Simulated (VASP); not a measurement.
```yaml
crystal:
  lattice:
    - [0.00000, 2.36845, 2.36845]
    - [2.36845, 0.00000, 2.36845]
    - [2.36845, 2.36845, 0.00000]
  atoms:
    - { symbol: Ga, position: [0.00000, 0.00000, 0.00000] }
    - { symbol: N, position: [0.25000, 0.25000, 0.25000] }
```

The numbers are results of vdW-DF2, VASP's PBE PAW potentials (set 64) (plane waves; VASP), not measurements. Numerical set-up: 520 eV cut-off, 10×10×10 Γ-centred mesh, Gaussian smearing of 0.050 eV, potentials Ga_d N.

Q: Estimate the energy per atom (σ→0), pressure, band gap (on the k-mesh) with the smallest direct gap where there is one.

A: 
```
Quantity                                      Value
-----------------------------------  --------------
band gap (on the k-mesh)                    0.71 eV
smallest direct gap (on the k-mesh)         0.71 eV
energy per atom (σ→0)                -3.320 eV/atom
pressure                                  -7.55 GPa
```

The absolute energy has meaning only against runs of the same code, potentials and settings.

The compound is GaN in the zinc blende structure, a metastable form; wurtzite is the usual one. This cell is one point of a volume scan, at 1.06 of the reference volume.
